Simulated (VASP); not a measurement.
Band gaps of PbSe (relaxed from the alpha-GeTe structure, space group R3m) from VASP (PAW), without and with spin-orbit coupling. Semilocal levels are at their own relaxed cell, hybrids and mBJ at PBE's; 0.00 means no gap at that level. Unless said otherwise, spin-orbit coupling is left out, though it shifts the bands of the heavy elements here.

The cell of the r2SCAN run:

PbSe has the trigonal space group R3m, hexagonal axes (No. 160), Pearson symbol hR2. Cell: a = 4.366 Å, b = 4.366 Å, c = 10.708 Å, α = 90.00°, β = 90.00°, γ = 120.00°. Pb on 3a is coordinated by 6 Se at 3.068–3.109 Å (octahedral). Se on 3a sees 6 Pb at 3.068–3.109 Å (octahedral). (Neighbours: up to the widest gap in distance over summed covalent radii, below 1.35, at either atom; cation-cation and far metal-metal contacts left out.)
(The calculation used a cell of 2 atoms; values per cell refer to that cell.)

| level | gap without SOC (eV) | gap with SOC (eV) | shift (eV) |
|---|---|---|---|
| r2SCAN | 0.67 | [?] | [?] |

Question: Complete the blanks.

Answer: 
- r2SCAN, gap with SOC (eV): 0.25
- r2SCAN, shift (eV): -0.42

Only levels that ran to the end are used. Left out are those held back, those with too coarse a band path, GW runs whose mesh misses a band edge, hybrids' fits of cells that aren't cubic and levels without matching references; a question may draw on a part of the rest.

The structure was generated: PbSe was put into the alpha-GeTe type (R3m), which need not be its known phase. It was relaxed first. Symmetry was kept, so distortions that lower it aren't found.
